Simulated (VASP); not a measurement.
The system is Al3Si2F.

```
Al Si F
1.0
    -1.70750    1.70750    7.24500
     1.70750   -1.70750    7.24500
     1.70750    1.70750   -7.24500
Al Si F
3 2 1
Direct
  0.75000 0.25000 0.50000
  0.41670 0.91670 0.50000
  0.08330 0.58330 0.50000
  0.66670 0.66670 0.00000
  0.33330 0.33330 0.00000
  0.00000 0.00000 0.00000
```

The cell was built by a generator and needn't be a form met in nature.

* Program: VASP 6.6.1
* Task: relaxation of cell and atoms
* Functional: PBE
* Potentials or basis: VASP PAW PBE potentials, release 64 (Al, Si, F)
* Cutoff: 520 eV
* k mesh: 6 × 6 × 6
* Occupations: gaussian, width 0.15 eV
* Spin: no spin polarisation

At the start: pressure 56.9 GPa; volume 14.08 Å³/atom.

Q: Where does the relaxation end?

A: Over 24 steps the energy falls by 1132.4 meV/atom and the volume is 17.63 Å³/atom (+25.2 %); space group I-4m2 (No. 119, to 0.05 Å).

Step by step:
| step | energy change (eV) | largest force (eV/Å) | pressure (GPa) | volume (Å³) |
| --- | --- | --- | --- | --- |
| 1 | 0.0000 | 3.8520 | 56.89 | 84.49 |
| 2 | -4.0542 | 0.8226 | -12.76 | 161.51 |
| 3 | -5.8273 | 1.0137 | -0.66 | 125.29 |
| 4 | -5.8272 | 1.0272 | -0.17 | 124.37 |
| 5 | -6.0058 | 0.7511 | -0.30 | 124.20 |
| 6 | -6.2622 | 0.4360 | -0.64 | 123.42 |
| 7 | -6.2778 | 0.6438 | -0.85 | 123.04 |
| 8 | -6.3777 | 0.5802 | -0.43 | 119.99 |
| 9 | -6.4480 | 0.5847 | 0.33 | 114.67 |
| 10 | -6.4482 | 0.5937 | 0.83 | 113.23 |
| 11 | -6.5230 | 0.3625 | -1.44 | 114.53 |
| 12 | -6.5340 | 0.5040 | -3.34 | 115.68 |
| 13 | -6.5632 | 0.5137 | -3.25 | 114.83 |
| 14 | -6.6395 | 0.5277 | -2.42 | 112.31 |
| 15 | -6.7409 | 0.4883 | -0.29 | 107.38 |
| 16 | -6.5125 | 0.5033 | 7.35 | 97.92 |
| 17 | -6.7506 | 0.4616 | 0.37 | 106.11 |
| 18 | -6.7528 | 0.3545 | 2.05 | 103.74 |
| 19 | -6.7561 | 0.4135 | 1.26 | 104.80 |
| 20 | -6.7828 | 0.1858 | 0.84 | 104.57 |
| 21 | -6.7853 | 0.1106 | 0.87 | 104.47 |
| 22 | -6.7913 | 0.1166 | -0.01 | 105.51 |
| 23 | -6.7919 | 0.1240 | -0.31 | 105.91 |
| 24 | -6.7944 | 0.0676 | -0.13 | 105.79 |

Final structure:
```cif
data_structure
_symmetry_space_group_name_H-M 'P 1'
_symmetry_Int_Tables_number 1
_cell_length_a 6.7423
_cell_length_b 6.7423
_cell_length_c 6.7423
_cell_angle_alpha 143.903
_cell_angle_beta 143.903
_cell_angle_gamma 51.972
_cell_volume 105.79
loop_
_atom_site_label
_atom_site_type_symbol
_atom_site_fract_x
_atom_site_fract_y
_atom_site_fract_z
_atom_site_occupancy
Al1 Al 0.75000 0.25000 0.50000 1
Al2 Al 0.48138 0.98138 0.50000 1
Al3 Al 0.01862 0.51862 0.50000 1
Si1 Si 0.63557 0.63557 0.00000 1
Si2 Si 0.36443 0.36443 0.00000 1
F1 F 0.00000 0.00000 0.00000 1
```

Caveat: the k mesh is coarse (spacing up to 0.43 Å⁻¹), so the values aren't converged; the volume moved by over 15 % at a fixed basis, so the end points are rough.
